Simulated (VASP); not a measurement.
Cu:

```
CELL_PARAMETERS angstrom
0.00000 1.82500 1.82500
1.82500 0.00000 1.82500
1.82500 1.82500 0.00000
ATOMIC_POSITIONS crystal
Cu 0.00000 0.00000 0.00000
```

| Property | Result |
| --- | --- |
| Program | VASP 6.6.1 |
| Task | relaxation of cell and atoms |
| Functional | PBEsol |
| Potentials or basis | VASP PAW PBE potentials, release 64 (Cu) |
| Cutoff | 480 eV |
| k mesh | 20 × 20 × 20 |
| Occupations | gaussian, width 0.1 eV |
| Spin | no spin polarisation |

At the start: pressure -9.7 GPa; volume 12.16 Å³/atom.

Task: How do energy, volume and symmetry change on relaxing?

Result: Over 6 steps the energy falls by 26.1 meV/atom and the volume is 11.37 Å³/atom (-6.5 %); space group Fm-3m (No. 225, to 0.05 Å).

The path:
```
step  energy change (eV)  largest force (eV/Å)  pressure (GPa)  volume (Å³)
   1              0.0000                0.0000           -9.70        12.16
   2             -0.0162                0.0000            7.70        10.91
   3             -0.0261                0.0000            0.22        11.35
   4             -0.0261                0.0000           -0.21        11.37
   5             -0.0261                0.0000           -0.14        11.37
   6             -0.0261                0.0000           -0.06        11.37
```

Final structure:
```
Cu
1.0
     0.00000    1.78462    1.78462
     1.78462    0.00000    1.78462
     1.78462    1.78462    0.00000
Cu
1
Direct
  0.00000 0.00000 0.00000
```

Caveat: the PAW data sets were made with another functional, which shifts forces and pressure a little.
